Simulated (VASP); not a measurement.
OSZICAR of a VASP run on NiO (rock salt, AFM-II order):

### OSZICAR
```
       N       E                     dE             d eps       ncg     rms          rms(c)
DAV:   1     0.258394082227E+03    0.25839E+03   -0.16068E+04  5272   0.213E+03
DAV:   2     0.808098082442E+01   -0.25031E+03   -0.23392E+03  5420   0.404E+02
DAV:   3    -0.213505882478E+02   -0.29432E+02   -0.28323E+02  5832   0.162E+02
DAV:   4    -0.222001873013E+02   -0.84960E+00   -0.84501E+00  5840   0.287E+01
DAV:   5    -0.222213199661E+02   -0.21133E-01   -0.21124E-01  6192   0.438E+00    0.212E+01
DAV:   6    -0.202927802258E+02    0.19285E+01   -0.39720E+01  8140   0.121E+02    0.217E+01
DAV:   7    -0.210096956176E+02   -0.71692E+00   -0.53082E+00  6460   0.559E+01    0.110E+01
DAV:   8    -0.212079201635E+02   -0.19822E+00   -0.16630E+00  7884   0.210E+01    0.831E+00
DAV:   9    -0.212761979963E+02   -0.68278E-01   -0.18779E-01  7644   0.151E+01    0.160E+00
DAV:  10    -0.212713510205E+02    0.48470E-02   -0.12902E-01  8012   0.612E+00    0.469E-01
DAV:  11    -0.212734233827E+02   -0.20724E-02   -0.20329E-02  5348   0.182E+00    0.130E-01
DAV:  12    -0.212735560089E+02   -0.13263E-03   -0.42128E-04  7180   0.278E-01    0.601E-02
DAV:  13    -0.212736216736E+02   -0.65665E-04   -0.29782E-04  8620   0.444E-01    0.429E-02
DAV:  14    -0.212736217155E+02   -0.41808E-07   -0.73277E-05  7668   0.197E-01    0.136E-02
DAV:  15    -0.212736223977E+02   -0.68227E-06   -0.18634E-05  7200   0.552E-02    0.269E-03
DAV:  16    -0.212736225178E+02   -0.12012E-06   -0.61590E-07  2760   0.115E-02
   1 F= -.21273623E+02 E0= -.21273623E+02  d E =-.122742E-14  mag=     0.0000
```

**Question.** Which electronic solver shows in the log?

**Answer.** It is blocked Davidson (ALGO = Normal, or the opening steps of other solvers). The INCAR had ALGO = Normal.

**Question.** How was spin treated?

**Answer.** Collinear spin (ISPIN = 2): the summary line carries one mag value, 0.00 μB in the cell.

**Question.** Can the final energy be trusted as converged?

**Answer.** The run converged. It stopped with EDIFF = 1E-6, NELM = 100 (PBE GGA + U (Dudarev), plane waves, VASP's PBE PAW potentials (set 64)).

The compound is NiO in the rock salt, AFM-II order structure. The cell was not relaxed at this level. The run is one of a series of settings (LDAU = .TRUE., LDAUJ = 0 0, LDAUL = 2 -1, LDAUTYPE = 2, LDAUU = 4.0 0 against the base run), some of them coarse on purpose.
